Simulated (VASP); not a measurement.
All values below come from r2SCAN+rVV10, VASP's PBE PAW potentials (set 64) (plane waves; VASP 6.6.1).

Input for VASP

### KPOINTS
```
kpoints
0
Gamma
 18 18 18
0 0 0
```

### KPOINTS_OPT
```
k-points along high-symmetry lines
10
Line-mode
Reciprocal
  0.000000   0.000000   0.000000 ! GAMMA
  0.500000   0.000000   0.500000 ! X

  0.500000   0.000000   0.500000 ! X
  0.625000   0.250000   0.625000 ! U

  0.375000   0.375000   0.750000 ! K
  0.000000   0.000000   0.000000 ! GAMMA

  0.000000   0.000000   0.000000 ! GAMMA
  0.500000   0.500000   0.500000 ! L

  0.500000   0.500000   0.500000 ! L
  0.500000   0.250000   0.750000 ! W

  0.500000   0.250000   0.750000 ! W
  0.500000   0.000000   0.500000 ! X
```

INCAR:
```
SYSTEM = Ir
PREC = Accurate
ENCUT = 520
EDIFF = 1E-7
NELM = 100
ALGO = Normal
LREAL = .FALSE.
LASPH = .TRUE.
ISMEAR = -5
METAGGA = R2SCAN
LUSE_VDW = .TRUE.
BPARAM = 11.95
CPARAM = 0.0093
LMIXTAU = .TRUE.
LMAXMIX = 6
LWAVE = .FALSE.
LCHARG = .FALSE.
LORBIT = 11
NEDOS = 601
ISIF = 2
```

**POSCAR**
```
Ir
1
    0.0000000000     1.9229320283     1.9229320283
    1.9229320283     0.0000000000     1.9229320283
    1.9229320283     1.9229320283     0.0000000000
Ir
1
Direct
  0.0000000000   0.0000000000   0.0000000000
```

POTCAR, in this order: Ir (PBE.64 set). Program: vasp_std.

Unless said otherwise, spin-orbit coupling is left out, though it shifts the bands of the heavy elements here.

Question: Estimate the energy per atom (σ→0), band gap (over mesh and band path).

Answer: 
```yaml
energy per atom (σ→0): -52241 meV/atom
band gap (over mesh and band path): none (metal, semimetal or under 0.01 eV)
```

### OSZICAR
```
...
DAV:  15    -0.522413182000E+02    0.70055E-06   -0.21489E-06  3936   0.163E-02    0.584E-03
DAV:  16    -0.522413186147E+02   -0.41476E-06   -0.94849E-07  3280   0.941E-03    0.240E-03
DAV:  17    -0.522413179974E+02    0.61734E-06   -0.15045E-07  2912   0.428E-03    0.512E-04
DAV:  18    -0.522413184872E+02   -0.48981E-06   -0.83107E-08  2080   0.382E-03    0.578E-04
DAV:  19    -0.522413182662E+02    0.22104E-06   -0.12098E-08  1616   0.130E-03    0.159E-04
DAV:  20    -0.522413183304E+02   -0.64204E-07   -0.16858E-09  1592   0.641E-04
   1 F= -.52241318E+02 E0= -.52241318E+02  d E =0.000000E+00
       N       E                     dE             ncg
```

The compound is Ir in the fcc structure. It was relaxed first.
